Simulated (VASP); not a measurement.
# A VASP study of ReB2 (r2SCAN + rVV10): structure first, properties next, part 4 of 7

Aim: relax ReB2, then compute properties on the relaxed cell. The start is a cell from a database of measured crystal structures.

VASP 6.6.1; r2SCAN with rVV10; plane waves and PAW (Re, B).

So far. Step 3 (Single point with fields (r2SCAN + rVV10)): In this run the pressure is -0.01 GPa, small enough to go on; single stress components reach 0.17 GPa. Step 4 (Bands along the symmetry lines (r2SCAN + rVV10)): There is no gap at this level.

### Step 5. Density of states (r2SCAN + rVV10)

Here the states are counted by energy and projected on the atoms. The mesh is finer than in the run before.

The input, INCAR:

```
SYSTEM = ReB2
PREC = Accurate
ENCUT = 420
EDIFF = 1E-06
NELM = 100
ISMEAR = -5
SIGMA = 0.05
LREAL = .FALSE.
ALGO = Normal
METAGGA = R2SCAN
LUSE_VDW = .TRUE.
IVDW_NL = 2
BPARAM = 11.95
CPARAM = 0.0093
LASPH = .TRUE.
NBANDS = 29
LORBIT = 11
LWAVE = .FALSE.
LCHARG = .FALSE.
KPAR = 4
NEDOS = 2001
```

The input, POSCAR:

```
ReB2
1.0
    2.9017840246      0.0000000000      0.0000000000
   -1.4508920123      2.5130186816      0.0000000000
    0.0000000000      0.0000000000      7.4800785083
Re B
2 4
Direct
    0.3333333333      0.6666666667      0.2500000000
    0.6666666667      0.3333333333      0.7500000000
    0.3333333333      0.6666666667      0.5480082846
    0.6666666667      0.3333333333      0.0480082846
    0.3333333333      0.6666666667      0.9519917154
    0.6666666667      0.3333333333      0.4519917154
```

The input, KPOINTS:

```
Automatic mesh
0
Gamma
11 11 4
0 0 0
```

Potentials, in the order of the species: Re and B (PBE family, release 64).

Run with:

```console
mpirun -np 4 vasp_std
```

The program printed:

```text
[... set-up lines as in an earlier step ...]
 entering main loop
       N       E                     dE             d eps       ncg     rms          rms(c)
Total rVV10 correction in eV:      0.2851813    35.8663179
Total rVV10 correction in eV:      0.2851813    35.8663179
Total rVV10 correction in eV:      0.2851813    35.8663179
Total rVV10 correction in eV:      0.2851813    35.8663179
DAV:   1    -0.392358259705E+02   -0.39236E+02   -0.11126E+04  5560   0.960E+02
DAV:   2    -0.141233519603E+03   -0.10200E+03   -0.94622E+02  4912   0.282E+02
DAV:   3    -0.144267767018E+03   -0.30342E+01   -0.30049E+01  5032   0.477E+01
DAV:   4    -0.144292914746E+03   -0.25148E-01   -0.25063E-01  4832   0.423E+00
DAV:   5    -0.144293360341E+03   -0.44559E-03   -0.44465E-03  4736   0.919E-01    0.584E+01
Total rVV10 correction in eV:      0.2666410    35.8663179
Total rVV10 correction in eV:      0.2666410    35.8663179
Total rVV10 correction in eV:      0.2666410    35.8663179
Total rVV10 correction in eV:      0.2666410    35.8663179
DAV:   6    -0.136772553497E+03    0.75208E+01   -0.12589E+01  5086   0.625E+01    0.105E+01
Total rVV10 correction in eV:      0.2672008    35.8663180
Total rVV10 correction in eV:      0.2672008    35.8663180
Total rVV10 correction in eV:      0.2672008    35.8663180
Total rVV10 correction in eV:      0.2672008    35.8663180
DAV:   7    -0.136693661778E+03    0.78892E-01   -0.14794E+00  4952   0.184E+01    0.131E+01
Total rVV10 correction in eV:      0.2660010    35.8663180
Total rVV10 correction in eV:      0.2660010    35.8663180
Total rVV10 correction in eV:      0.2660010    35.8663180
Total rVV10 correction in eV:      0.2660010    35.8663180
DAV:   8    -0.136658009800E+03    0.35652E-01   -0.13544E-01  4952   0.291E+00    0.122E+00
Total rVV10 correction in eV:      0.2659085    35.8663180
Total rVV10 correction in eV:      0.2659085    35.8663180
Total rVV10 correction in eV:      0.2659085    35.8663180
Total rVV10 correction in eV:      0.2659085    35.8663180
DAV:   9    -0.136650620230E+03    0.73896E-02   -0.83914E-03  4728   0.761E-01    0.447E-01
Total rVV10 correction in eV:      0.2659588    35.8663180
Total rVV10 correction in eV:      0.2659588    35.8663180
Total rVV10 correction in eV:      0.2659588    35.8663180
Total rVV10 correction in eV:      0.2659588    35.8663180
DAV:  10    -0.136650060487E+03    0.55974E-03   -0.10754E-03  4672   0.698E-01    0.459E-02
Total rVV10 correction in eV:      0.2660066    35.8663180
Total rVV10 correction in eV:      0.2660066    35.8663180
Total rVV10 correction in eV:      0.2660066    35.8663180
Total rVV10 correction in eV:      0.2660066    35.8663180
DAV:  11    -0.136650075542E+03   -0.15055E-04   -0.54946E-05  4534   0.452E-02    0.200E-02
Total rVV10 correction in eV:      0.2660465    35.8663180
Total rVV10 correction in eV:      0.2660465    35.8663180
Total rVV10 correction in eV:      0.2660465    35.8663180
Total rVV10 correction in eV:      0.2660465    35.8663180
DAV:  12    -0.136650069477E+03    0.60653E-05   -0.58690E-06  4344   0.456E-02    0.361E-03
Total rVV10 correction in eV:      0.2660464    35.8663180
Total rVV10 correction in eV:      0.2660464    35.8663180
Total rVV10 correction in eV:      0.2660464    35.8663180
Total rVV10 correction in eV:      0.2660464    35.8663180
DAV:  13    -0.136650069582E+03   -0.10512E-06   -0.43562E-07  2160   0.536E-03
Total rVV10 correction in eV:      0.2660470    35.8663180
Total rVV10 correction in eV:      0.2660470    35.8663180
Total rVV10 correction in eV:      0.2660470    35.8663180
Total rVV10 correction in eV:      0.2660470    35.8663180
Total rVV10 correction in eV:      0.2660464    35.8663180
Total rVV10 correction in eV:      0.2660464    35.8663180
Total rVV10 correction in eV:      0.2660464    35.8663180
Total rVV10 correction in eV:      0.2660464    35.8663180
   1 F= -.13665007E+03 E0= -.13665007E+03  d E =0.000000E+00
 -----------------------------------------------------------------------------
|                                                                             |
|           W    W    AA    RRRRR   N    N  II  N    N   GGGG   !!!           |
|           W    W   A  A   R    R  NN   N  II  NN   N  G    G  !!!           |
|           W    W  A    A  R    R  N N  N  II  N N  N  G       !!!           |
|           W WW W  AAAAAA  RRRRR   N  N N  II  N  N N  G  GGG   !            |
|           WW  WW  A    A  R   R   N   NN  II  N   NN  G    G                |
|           W    W  A    A  R    R  N    N  II  N    N   GGGG   !!!           |
|                                                                             |
|     Tetrahedron method does not include variations of the Fermi             |
|     occupations, so forces and stress will be inaccurate. We suggest        |
|     using a different smearing scheme ISMEAR = 1 or 2 for metals in         |
|     relaxations.                                                            |
|                                                                             |
 -----------------------------------------------------------------------------
```

It took 73 s on 4 MPI ranks of Intel Xeon Platinum 8488C (Sapphire Rapids), shared host; peak memory 1.1 GiB; 4.8 min of CPU time.

OUTCAR, selected parts (step 5):

```text
   k-points           NKPTS =     48   k-points in BZ     NKDIM =     48   number of bands    NBANDS=     29

   NELECT =      26.0000    total number of electrons

 E-fermi :   7.9284

 k-point     1 :       0.0000    0.0000    0.0000
  band No.  band energies     occupation
    ...
     10       5.5139      2.00000
     11       5.7064      2.00000
     12       5.7064      2.00000
     13       8.0999      1.75171
     14       8.0999      0.54667
     15      10.5199      0.00000
     16      10.5199      0.00000
     17      12.1815      0.00000
     18      13.3094      0.00000
     19      13.3094      0.00000
    ...

  Total        0.1777729      0.1777729     -0.3749519      0.0000000      0.0000000      0.0000000
  in kB        5.2216663      5.2216663    -11.0133437      0.0000000      0.0000000      0.0000000
  external PRESSURE =      -0.1900037 kB  Pullay stress =       0.0000000 kB

 POSITION                                       TOTAL-FORCE (eV/Angst)
 -----------------------------------------------------------------------------------
     -0.00000      1.67535      1.87002         0.000000     -0.000000     -0.000000
      1.45089      0.83767      5.61006        -0.000000      0.000000     -0.000000
     -0.00000      1.67535      4.09914        -0.000000      0.000000      0.001488
      1.45089      0.83767      0.35911        -0.000000      0.000000      0.001488
     -0.00000      1.67535      7.12097        -0.000000     -0.000000     -0.001488
      1.45089      0.83767      3.38093         0.000000     -0.000000     -0.001488
 -----------------------------------------------------------------------------------
    total drift:                               -0.000000      0.000000     -0.000000

  FREE ENERGIE OF THE ION-ELECTRON SYSTEM (eV)
  ---------------------------------------------------
  free  energy   TOTEN  =      -136.6500695818 eV

  energy  without entropy=     -136.6500695818  energy(sigma->0) =     -136.65006958

[... 7 parts as in an earlier step ...]

[... 9 further parts left out ...]
```

With tetrahedra the forces and stress of a metal are not exact derivatives of the energy.

This step gave:

```
irreducible k-points                                 : 48
free energy (TOTEN)                                  : -136.6501 eV
Fermi energy                                         : 7.928 eV
pressure                                             : -0.01900 GPa
DOS at the Fermi level, one point of the energy grid : 1.176 states/eV/cell
```

The density of states has structure finer than the step of the table below, so its rows give means over 0.5 eV, whole bins alone (the curve runs from -12.0 to 7.01 eV). Peaks (eV: height): total -5.05: 4.57, -3.98: 5.81, -2.69: 5.17, 2.87: 4.29; Re d -5.05: 2.10, -3.98: 2.33, -2.69: 2.86, 2.87: 3.01; B p -5.05: 1.16, -3.98: 1.58, -2.69: 0.936, 4.80: 0.652; Re p -8.19: 0.184, -5.05: 0.203, -3.98: 0.466, -2.55: 0.484; B s -10.69: 0.484, -8.19: 0.589, -3.98: 0.142, 6.44: 0.330.

States under -12.0 eV and over 7.0 eV are left out. Density of states against energy, zero at the Fermi level; means over each step; values in states/eV/cell:

| energy (eV) | total | Re d | B p | Re p | B s | Re s |
| --- | --- | --- | --- | --- | --- | --- |
| -11.5 | 0.995 | 0.101 | 0.0982 | 0.0535 | 0.395 | 0.0844 |
| -11.0 | 1.20 | 0.158 | 0.134 | 0.0517 | 0.455 | 0.102 |
| -10.5 | 1.11 | 0.176 | 0.141 | 0.0427 | 0.400 | 0.0813 |
| -10.0 | 0.854 | 0.148 | 0.120 | 0.0298 | 0.276 | 0.0730 |
| -9.5 | 0.371 | 0.0509 | 0.0568 | 0.0150 | 0.0884 | 0.0699 |
| -9.0 | 0.607 | 0.101 | 0.103 | 0.0333 | 0.130 | 0.0863 |
| -8.5 | 1.71 | 0.306 | 0.314 | 0.117 | 0.409 | 0.134 |
| -8.0 | 2.11 | 0.443 | 0.373 | 0.148 | 0.453 | 0.198 |
| -7.5 | 1.91 | 0.524 | 0.321 | 0.125 | 0.346 | 0.172 |
| -7.0 | 2.23 | 0.774 | 0.391 | 0.134 | 0.280 | 0.174 |
| -6.5 | 1.85 | 0.644 | 0.413 | 0.103 | 0.149 | 0.114 |
| -6.0 | 1.97 | 0.812 | 0.460 | 0.0913 | 0.117 | 0.0653 |
| -5.5 | 2.22 | 0.948 | 0.539 | 0.123 | 0.0981 | 0.0801 |
| -5.0 | 3.61 | 1.64 | 0.919 | 0.166 | 0.112 | 0.0967 |
| -4.5 | 2.78 | 1.29 | 0.687 | 0.143 | 0.0758 | 0.0407 |
| -4.0 | 4.57 | 1.92 | 1.22 | 0.346 | 0.105 | 0.0850 |
| -3.5 | 2.91 | 1.32 | 0.790 | 0.182 | 0.0368 | 0.0327 |
| -3.0 | 3.69 | 1.89 | 0.836 | 0.252 | 0.0198 | 0.0260 |
| -2.5 | 4.25 | 2.18 | 0.773 | 0.437 | 0.0241 | 0.0368 |
| -2.0 | 2.93 | 1.32 | 0.717 | 0.292 | 0.0146 | 0.0222 |
| -1.5 | 0.638 | 0.303 | 0.142 | 0.0643 | 0.00377 | 0.00385 |
| -1.0 | 1.33 | 0.967 | 0.159 | 0.0220 | 0.00256 | 0.00482 |
| -0.5 | 1.88 | 1.42 | 0.192 | 0.0343 | 0.00281 | 0.00586 |
| 0.0 | 1.24 | 0.894 | 0.144 | 0.0321 | 0.00350 | 0.00449 |
| 0.5 | 0.915 | 0.609 | 0.127 | 0.0319 | 0.00583 | 0.00383 |
| 1.0 | 0.874 | 0.567 | 0.124 | 0.0324 | 0.00964 | 0.00410 |
| 1.5 | 0.957 | 0.611 | 0.138 | 0.0285 | 0.0189 | 0.00713 |
| 2.0 | 1.73 | 1.04 | 0.308 | 0.0318 | 0.0373 | 0.0161 |
| 2.5 | 1.99 | 1.23 | 0.363 | 0.0347 | 0.0329 | 0.0204 |
| 3.0 | 3.40 | 2.30 | 0.480 | 0.0718 | 0.0514 | 0.0433 |
| 3.5 | 1.59 | 1.06 | 0.220 | 0.0368 | 0.0307 | 0.0319 |
| 4.0 | 2.21 | 1.36 | 0.393 | 0.0586 | 0.0583 | 0.0358 |
| 4.5 | 2.90 | 1.65 | 0.542 | 0.111 | 0.0948 | 0.0675 |
| 5.0 | 2.19 | 1.11 | 0.463 | 0.0919 | 0.128 | 0.0445 |
| 5.5 | 1.15 | 0.489 | 0.242 | 0.0397 | 0.141 | 0.0113 |
| 6.0 | 1.44 | 0.406 | 0.298 | 0.0349 | 0.241 | 0.0369 |
| 6.5 | 1.89 | 0.531 | 0.400 | 0.0576 | 0.303 | 0.0555 |

The finer mesh and the other smearing move the Fermi level by -0.10 eV from the 8×8×3 run, one measure of the sampling error in the zero of the bands above. Of the states within 0.3 eV of the Fermi level, the largest shares in the PAW spheres are Re d 72 % and B p 11 %. The rest lies in smaller channels or between the spheres.

### Step 6. Volume scan with r2SCAN + rVV10

An equation of state needs energies on both sides of the minimum, all on one mesh and cutoff.

INCAR: that of step 5 with these lines changed.

```diff
@@ -5,3 +5,3 @@
 NELM = 100
-ISMEAR = -5
+ISMEAR = 0
 SIGMA = 0.05
@@ -15,3 +15,3 @@
 LASPH = .TRUE.
-NBANDS = 29
+NBANDS = 19
 LORBIT = 11
@@ -20,2 +20,2 @@
 KPAR = 4
-NEDOS = 2001
+ISIF = 2
```

POSCAR: that of step 5 with these lines changed.

```diff
@@ -2,5 +2,5 @@
 1.0
-    2.9017840246      0.0000000000      0.0000000000
-   -1.4508920123      2.5130186816      0.0000000000
-    0.0000000000      0.0000000000      7.4800785083
+    2.8425473210      0.0000000000      0.0000000000
+   -1.4212736605      2.4617181914      0.0000000000
+    0.0000000000      0.0000000000      7.3273809988
 Re B
```

The input, KPOINTS:

```
Automatic mesh
0
Gamma
8 8 3
0 0 0
```

Run with:

```console
mpirun -np 4 vasp_std
```

The program printed:

```text
[... set-up lines as in an earlier step ...]
 entering main loop
       N       E                     dE             d eps       ncg     rms          rms(c)
Total rVV10 correction in eV:      0.2658777    35.8663179
Total rVV10 correction in eV:      0.2658777    35.8663179
Total rVV10 correction in eV:      0.2658777    35.8663179
Total rVV10 correction in eV:      0.2658777    35.8663179
DAV:   1    -0.168915508871E+02   -0.16892E+02   -0.11963E+04  1498   0.147E+03
DAV:   2    -0.138113922290E+03   -0.12122E+03   -0.11416E+03  1423   0.440E+02
DAV:   3    -0.143961301339E+03   -0.58474E+01   -0.56287E+01  1349   0.112E+02
DAV:   4    -0.144086831052E+03   -0.12553E+00   -0.12458E+00  1408   0.977E+00
DAV:   5    -0.144088709166E+03   -0.18781E-02   -0.18727E-02  1352   0.166E+00    0.663E+01
Total rVV10 correction in eV:      0.2490386    35.8663179
Total rVV10 correction in eV:      0.2490386    35.8663179
Total rVV10 correction in eV:      0.2490386    35.8663179
Total rVV10 correction in eV:      0.2490386    35.8663179
DAV:   6    -0.136509831649E+03    0.75789E+01   -0.28456E+01  1496   0.948E+01    0.144E+01
Total rVV10 correction in eV:      0.2492177    35.8663179
Total rVV10 correction in eV:      0.2492177    35.8663179
Total rVV10 correction in eV:      0.2492177    35.8663179
Total rVV10 correction in eV:      0.2492177    35.8663179
DAV:   7    -0.136416055219E+03    0.93776E-01   -0.16953E+00  1432   0.254E+01    0.152E+01
Total rVV10 correction in eV:      0.2496804    35.8663179
Total rVV10 correction in eV:      0.2496804    35.8663179
Total rVV10 correction in eV:      0.2496804    35.8663179
Total rVV10 correction in eV:      0.2496804    35.8663179
DAV:   8    -0.136386159726E+03    0.29895E-01   -0.16291E-01  1376   0.580E+00    0.862E-01
Total rVV10 correction in eV:      0.2489875    35.8663179
Total rVV10 correction in eV:      0.2489875    35.8663179
Total rVV10 correction in eV:      0.2489875    35.8663179
Total rVV10 correction in eV:      0.2489875    35.8663179
DAV:   9    -0.136372759358E+03    0.13400E-01   -0.19969E-02  1312   0.388E+00    0.434E-01
Total rVV10 correction in eV:      0.2490795    35.8663179
Total rVV10 correction in eV:      0.2490795    35.8663179
Total rVV10 correction in eV:      0.2490795    35.8663179
Total rVV10 correction in eV:      0.2490795    35.8663179
DAV:  10    -0.136372226745E+03    0.53261E-03   -0.12505E-03  1336   0.584E-01    0.560E-02
Total rVV10 correction in eV:      0.2491676    35.8663179
Total rVV10 correction in eV:      0.2491676    35.8663179
Total rVV10 correction in eV:      0.2491676    35.8663179
Total rVV10 correction in eV:      0.2491676    35.8663179
DAV:  11    -0.136372236599E+03   -0.98540E-05   -0.75674E-05  1392   0.161E-01    0.263E-02
Total rVV10 correction in eV:      0.2492094    35.8663179
Total rVV10 correction in eV:      0.2492094    35.8663179
Total rVV10 correction in eV:      0.2492094    35.8663179
Total rVV10 correction in eV:      0.2492094    35.8663179
DAV:  12    -0.136372237157E+03   -0.55751E-06   -0.48382E-06   968   0.370E-02
Total rVV10 correction in eV:      0.2492161    35.8663179
Total rVV10 correction in eV:      0.2492161    35.8663179
Total rVV10 correction in eV:      0.2492161    35.8663179
Total rVV10 correction in eV:      0.2492161    35.8663179
Total rVV10 correction in eV:      0.2492144    35.8663179
Total rVV10 correction in eV:      0.2492144    35.8663179
Total rVV10 correction in eV:      0.2492144    35.8663179
Total rVV10 correction in eV:      0.2492144    35.8663179
   1 F= -.13637224E+03 E0= -.13637043E+03  d E =-.361063E-02
```

Wall time 45 s (4 MPI ranks); peak memory 0.97 GiB; 2.9 min of CPU time.

Parts of OUTCAR (step 6):

```text
   ENCUT  =  420.0 eV  30.87 Ry    5.56 a.u.   4.75  4.75 12.24*2*pi/ulx,y,z

   NELECT =      26.0000    total number of electrons

 E-fermi :   8.7597

 k-point     1 :       0.0000    0.0000    0.0000
  band No.  band energies     occupation
    ...
      8       5.6924      2.00000
      9       6.0418      2.00000
     10       6.0418      2.00000
     11       6.2680      2.00000
     12       6.2680      2.00000
     13       8.8756      0.00105
     14       8.8756      0.00105
     15      11.3437      0.00000
     16      11.3437      0.00000
     17      12.9672      0.00000
    ...

  Total        7.3468516      7.3468516     10.0094074      0.0000000      0.0000000      0.0000000
  in kB      229.5710077    229.5710077    312.7693129      0.0000000      0.0000000      0.0000000
  external PRESSURE =     257.3037761 kB  Pullay stress =       0.0000000 kB

 POSITION                                       TOTAL-FORCE (eV/Angst)
 -----------------------------------------------------------------------------------
     -0.00000      1.64115      1.83185         0.000000     -0.000000      0.000000
      1.42127      0.82057      5.49554        -0.000000     -0.000000      0.000000
     -0.00000      1.64115      4.01547         0.000000     -0.000000     -0.008375
      1.42127      0.82057      0.35177        -0.000000      0.000000     -0.008375
     -0.00000      1.64115      6.97561         0.000000     -0.000000      0.008375
      1.42127      0.82057      3.31192        -0.000000      0.000000      0.008375
 -----------------------------------------------------------------------------------
    total drift:                               -0.000000      0.000000     -0.000000

  FREE ENERGIE OF THE ION-ELECTRON SYSTEM (eV)
  ---------------------------------------------------
  free  energy   TOTEN  =      -136.3722371568 eV

  energy  without entropy=     -136.3686265282  energy(sigma->0) =     -136.37043184

[... 4 parts as in an earlier step ...]

[... 12 further parts left out ...]
```

The scan keeps the cell's shape and the fractional positions fixed.

Numbers from this step:

| Property | Result |
| --- | --- |
| SCF cycles | 12 |
| bands | 19 |
| irreducible k-points | 20 |
| free energy (TOTEN) | -136.3722 eV |
| energy at zero smearing | -136.3704 eV |
| Fermi energy | 8.760 eV |
| pressure | 25.73 GPa |

The pressure here is 25.73 GPa.

(Part 4 of 7 ends here.)

[Lines on the potential files, build, host, timing and source positions are cut from VASP's logs without a mark.]

[Logs are printed without paths, hosts, clocks, repeated set-up lines and the standing remarks that a program may print on its own settings, such as how far it seeks lower states.]

[Hosts, paths, dates, database ids (printed as entryN), source tags and the programs' standing remarks are cut or masked in the printed files.]

[A measured line is paired with the nearest computed mode of its activity, which favours agreement.]

[In band tables of VASP the shares of atoms and orbitals are scaled to a sum of 1 inside the atoms' spheres.]
